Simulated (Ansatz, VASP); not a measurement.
NbCu in VASP and in Ansatz

Contents of INCAR:

```
ALGO     = Normal         # electronic algorithm
EDIFF    = 1E-7           # SCF threshold, eV
ENCUT    = 520            # plane-wave cutoff, eV
GGA      = PE             # functional
ISIF     = 2              # what is computed and relaxed
ISMEAR   = -1             # smearing method
LASPH    = True           # aspherical terms in the spheres
LCHARG   = False          # write CHGCAR
LREAL    = False          # projectors in reciprocal space
LWAVE    = False          # write WAVECAR
NBANDS   = 19             # bands
NELM     = 80             # most SCF steps
PREC     = Accurate       # precision mode
SIGMA    = 0.05           # smearing width, eV
```

Contents of KPOINTS:

```
k-points
0
Gamma
  9 9 9
```

POSCAR

```
NbCu
1.0
    0.0000000000      2.5959271561      2.5959271561
    2.5959271561      0.0000000000      2.5959271561
    2.5959271561      2.5959271561      0.0000000000
Nb Cu
1 1
Direct
    0.0000000000      0.0000000000      0.0000000000
    0.5000000000      0.5000000000      0.5000000000
```

Contents of input.yaml:

```yaml
crystal:
  lattice:
    - [0.0, 2.5959271561, 2.5959271561]
    - [2.5959271561, 0.0, 2.5959271561]
    - [2.5959271561, 2.5959271561, 0.0]
  atoms:
    - { symbol: Nb, position: [0.0, 0.0, 0.0] }
    - { symbol: Cu, position: [0.5, 0.5, 0.5] }
hamiltonian:
  xc: pbe
  pseudopotentials: { kind: paw }
kpoints:
  mp_grid: { grid: [9, 9, 9] }
scf:
  occupations: { method: fermi_dirac, width: 0.05 }
output:
  forces: true
  stress: true
  eigenvalues: true
  write_density: true
  write_potential: true
  elf: true
  volumetric_format: npy
```

Change from the starting cell: volume scaled by 1.04.

Alike in both runs: task single point; functional PBE; k mesh 9 × 9 × 9; occupations fermi-dirac, width 0.05 eV; no spin polarisation.

|  | VASP | Ansatz |
| --- | --- | --- |
| version | VASP 6.6.1 | Ansatz 0.2.0 |
| potentials or method | VASP PAW PBE potentials, release 64 (Nb_sv, Cu) | Ansatz PAW |
| plane-wave cutoff (eV) | 520 | 420 |
| valence electrons in the cell | 24 | 32 |

|  | VASP | Ansatz | Ansatz less VASP |
| --- | --- | --- | --- |
| gap on the k mesh at the Fermi level (eV) | none | none | - |
| pressure (GPa) | -5.2 | -5.2 | +0.03 |

A gap of «none» marks a metal or a gap that the smearing closes. The two sets of potentials don't hold the same shells in valence.
